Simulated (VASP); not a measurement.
Input:

```
CELL_PARAMETERS angstrom
      4.00961     0.00000     0.00000
     -2.00480     3.47242     0.00000
      0.00000     0.00000     6.58500
ATOMIC_POSITIONS crystal
  Al 0.33333 0.66667 0.00065
  Al 0.66667 0.33333 0.50065
  As 0.33333 0.66667 0.37535
  As 0.66667 0.33333 0.87535
```

The numbers are results of PBEsol GGA with spin-orbit coupling, VASP's PBE PAW potentials (set 64) (plane waves; VASP), not measurements. Settings: 400 eV cut-off, 6×6×3 Γ-centred mesh, Gaussian smearing of 0.050 eV, potentials Al As.

The path is coarsely sampled, so an indirect gap can come out somewhat too large.

Problem. Give the energies of bands 7 to 20 at the high-symmetry points, in eV from the valence-band maximum.

Solution. 
```
band      Γ      M      K      A      L      H
----  -----  -----  -----  -----  -----  -----
7     -1.16  -4.79  -4.91  -3.62  -5.66  -5.45
8     -1.16  -4.79  -4.91  -3.62  -5.66  -5.45
9     -0.99  -3.67  -4.20  -0.73  -1.90  -3.61
10    -0.99  -3.67  -4.20  -0.73  -1.90  -3.61
11    -0.35  -2.35  -2.81  -0.73  -1.90  -3.51
12    -0.35  -2.35  -2.76  -0.73  -1.90  -3.51
13    -0.07  -2.19  -2.76  -0.55  -1.75  -1.43
14    -0.07  -2.19  -2.71  -0.55  -1.75  -1.43
15     0.00  -1.01  -2.56  -0.55  -1.75  -1.39
16     0.00  -1.01  -2.56  -0.55  -1.75  -1.39
17     1.59   1.55   1.98   2.37   1.75   2.53
18     1.59   1.55   1.98   2.37   1.75   2.53
19     1.81   2.85   5.56   2.37   1.75   2.54
20     1.81   2.85   5.72   2.37   1.75   2.54
```

The gap is indirect, 1.51 eV, from the valence maximum at Γ to the conduction minimum at L-M at 0.25.

The structure comes from a computed database's AlAs entry (P6_3mc); how it stands against other phases isn't given here. It was relaxed first.
